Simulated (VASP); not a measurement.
An input for Quantum ESPRESSO's pw.x (written as the equivalent of a VASP run, and not itself run):

```
&CONTROL
  calculation = 'scf'
  pseudo_dir = './pseudo'
  outdir = './out'
  tprnfor = .true.
  tstress = .true.
/
&SYSTEM
  ibrav = 0
  nat = 3
  ntyp = 2
  ecutwfc = 88
  occupations = 'tetrahedra'
  input_dft = 'vdw-df-cx'
/
&ELECTRONS
  conv_thr = 7.3e-09
  electron_maxstep = 100
/
ATOMIC_SPECIES
  Be 9.012 Be.upf
  C 12.011 C.upf
CELL_PARAMETERS angstrom
     0.0000000    2.1723358    2.1723358
     2.1723358    0.0000000    2.1723358
     2.1723358    2.1723358    0.0000000
ATOMIC_POSITIONS crystal
  Be   0.2500000  0.2500000  0.2500000
  Be   0.7500000  0.7500000  0.7500000
  C    0.0000000  0.0000000  0.0000000
K_POINTS automatic
  10 10 10 0 0 0
```

Write the VASP files for the same calculation (vdW-DF-cx).

Several could match; the one computed here: 
File POSCAR:
```
Be2C
4.3446720
  0.0000000000   0.4999999543   0.4999999543
  0.4999999543   0.0000000000   0.4999999543
  0.4999999543   0.4999999543   0.0000000000
Be C
2 1
Cart
  0.2499999771   0.2499999771   0.2499999771
  0.7499999314   0.7499999314   0.7499999314
  0.0000000000   0.0000000000   0.0000000000
```

### INCAR
```
SYSTEM = Be2C
PREC = Accurate
ENCUT = 520
EDIFF = 1E-7
NELM = 100
ALGO = Normal
LREAL = .FALSE.
LASPH = .TRUE.
ISMEAR = -5
GGA = CX
LUSE_VDW = .TRUE.
AGGAC = 0.0
LWAVE = .FALSE.
LCHARG = .TRUE.
LORBIT = 11
NEDOS = 601
ISIF = 2
LEFG = .TRUE.
```

File KPOINTS:
```
kpoints
0
Gamma
  10 10 10
0 0 0
```

POTCAR, in this order: Be C (PBE.64 set). Program: vasp_std.

The two are equivalent in intent, not identical: the potentials are each code's own (VASP's PAW set, PseudoDojo norm-conserving files in pw.x), so ENCUT and ecutwfc are chosen apart and not converted; conv_thr bounds pw.x's estimated SCF error, while EDIFF bounds the energy change between steps; the field gradients of LEFG aren't asked of the other code.

The compound is Be2C in the antifluorite structure. It was relaxed first.
